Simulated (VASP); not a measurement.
OSZICAR of a VASP run on TlBi (relaxed from the NiAs type structure, space group P6_3/mmc):

File OSZICAR:
```
       N       E                     dE             d eps       ncg     rms          rms(c)
DAV:   1     0.489177124824E+03    0.48918E+03   -0.25751E+04  4166   0.159E+03
DAV:   2     0.286994922681E+02   -0.46048E+03   -0.45449E+03  4303   0.449E+02
DAV:   3    -0.124337334593E+02   -0.41133E+02   -0.40603E+02  5042   0.147E+02
DAV:   4    -0.138086209553E+02   -0.13749E+01   -0.13712E+01  4471   0.274E+01
DAV:   5    -0.138719237833E+02   -0.63303E-01   -0.63273E-01  5991   0.574E+00    0.362E+00
DAV:   6    -0.138080084011E+02    0.63915E-01   -0.12777E-01  4585   0.277E+00    0.245E+00
DAV:   7    -0.137957161447E+02    0.12292E-01   -0.93463E-02  4843   0.243E+00    0.506E-01
DAV:   8    -0.137937685574E+02    0.19476E-02   -0.14259E-02  4378   0.960E-01    0.372E-02
DAV:   9    -0.137937711113E+02   -0.25539E-05   -0.32434E-04  6035   0.112E-01    0.205E-02
DAV:  10    -0.137937533444E+02    0.17767E-04   -0.27120E-05  4886   0.416E-02    0.898E-03
DAV:  11    -0.137937557243E+02   -0.23799E-05   -0.63190E-06  4718   0.196E-02    0.325E-03
DAV:  12    -0.137937554089E+02    0.31536E-06   -0.47916E-07  4220   0.454E-03    0.895E-04
DAV:  13    -0.137937557045E+02   -0.29560E-06   -0.58286E-08  2325   0.162E-03    0.275E-04
DAV:  14    -0.137937558283E+02   -0.12375E-06   -0.14266E-08  2198   0.113E-03    0.165E-04
DAV:  15    -0.137937558268E+02    0.14561E-08   -0.48204E-09  2179   0.610E-04
   1 F= -.13793756E+02 E0= -.13793756E+02  d E =0.000000E+00
```

### Question
Which electronic solver shows in the log?

### Answer
It is blocked Davidson (ALGO = Normal, or the opening steps of other solvers). The INCAR had ALGO = Normal.

### Question
Can the final energy be trusted as converged?

### Answer
Self-consistency was reached. It stopped with EDIFF = 1E-7, NELM = 100 (PBEsol GGA, plane waves, VASP's PBE PAW potentials (set 64)).

The structure was generated: TlBi was put into the NiAs type type (P6_3/mmc), which need not be its known phase. It was relaxed first.
